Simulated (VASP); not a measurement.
Input for VASP

**POSCAR**
```
HfO2
1
    0.0000000000     2.4910662446     2.4910662446
    2.4910662446     0.0000000000     2.4910662446
    2.4910662446     2.4910662446     0.0000000000
Hf O
1 2
Direct
  0.0000000000   0.0000000000   0.0000000000
  0.2500000000   0.2500000000   0.2500000000
  0.7500000000   0.7500000000   0.7500000000
```

### INCAR
```
SYSTEM = HfO2
PREC = Accurate
ENCUT = 520
EDIFF = 1E-7
NELM = 100
ALGO = Normal
LREAL = .FALSE.
LASPH = .TRUE.
ISMEAR = -5
LMAXMIX = 6
LWAVE = .FALSE.
LCHARG = .TRUE.
LORBIT = 11
NEDOS = 601
ISIF = 2
```

KPOINTS:
```
Automatic mesh
0
gamma
  10 10 10
```

POTCAR, in this order: Hf_pv O (LDA.64 set). Program: vasp_std.

Write an equivalent input for Quantum ESPRESSO's pw.x.

One equivalent input (not run):
```
&CONTROL
  calculation = 'scf'
  pseudo_dir = './pseudo'
  outdir = './out'
  tprnfor = .true.
  tstress = .true.
/
&SYSTEM
  ibrav = 0
  nat = 3
  ntyp = 2
  ecutwfc = 84
  occupations = 'tetrahedra'
  input_dft = 'pz'
/
&ELECTRONS
  conv_thr = 7.3e-09
  electron_maxstep = 100
/
ATOMIC_SPECIES
  Hf 178.490 Hf.upf
  O 15.999 O.upf
CELL_PARAMETERS angstrom
     0.0000000    2.4910662    2.4910662
     2.4910662    0.0000000    2.4910662
     2.4910662    2.4910662    0.0000000
ATOMIC_POSITIONS crystal
  Hf   0.0000000  0.0000000  0.0000000
  O    0.2500000  0.2500000  0.2500000
  O    0.7500000  0.7500000  0.7500000
K_POINTS automatic
  10 10 10 0 0 0
```
The two are equivalent in intent, not identical: the potentials are each code's own (VASP's PAW set, PseudoDojo norm-conserving files in pw.x), so ENCUT and ecutwfc are chosen apart and not converted; conv_thr bounds pw.x's estimated SCF error, while EDIFF bounds the energy change between steps.

The compound is HfO2 in the fluorite structure, the high-temperature cubic form, which is unstable at 0 K; the monoclinic form is the stable one. It was relaxed first, which changed the volume by -6 %.
